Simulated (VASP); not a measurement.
Ru:

```
Ru
1.0
     2.70580    0.00000    0.00000
    -1.35290    2.34329    0.00000
     0.00000    0.00000    4.28190
Ru
2
Cartesian
  0.0000 1.5622 1.0705
  1.3529 0.7811 3.2114
```

```yaml
Program: VASP 6.6.1
Task: relaxation of cell and atoms
Functional: LDA
Potentials_or_basis: VASP PAW LDA potentials, release 64 (Ru_pv)
Cutoff: 600 eV
k_mesh: 15 × 15 × 9
Occupations: methfessel-paxton, width 0.1 eV
Spin: no spin polarisation
```

At the start: pressure -11.7 GPa; volume 13.57 Å³/atom.

Q: How do energy, volume and symmetry change on relaxing?

A: Over 7 steps the energy falls by 17.1 meV/atom and the volume is 13.12 Å³/atom (-3.3 %); space group P6_3/mmc (No. 194, to 0.05 Å).

The path:
```
step  energy change (eV)  largest force (eV/Å)  pressure (GPa)  volume (Å³)
   1              0.0000                0.0000          -11.65        27.15
   2              0.3880                0.0000           54.06        23.45
   3             -0.0341                0.0000           -0.58        26.28
   4             -0.0342                0.0000           -0.09        26.24
   5             -0.0342                0.0000            0.16        26.23
   6             -0.0342                0.0000           -0.44        26.27
   7             -0.0342                0.0000           -0.07        26.24
```

Final structure:
```
Ru
1.0
     2.67522    0.00000    0.00000
    -1.33761    2.31681    0.00000
     0.00000    0.00000    4.23420
Ru
2
Direct
  0.33333 0.66667 0.25000
  0.66667 0.33333 0.75000
```
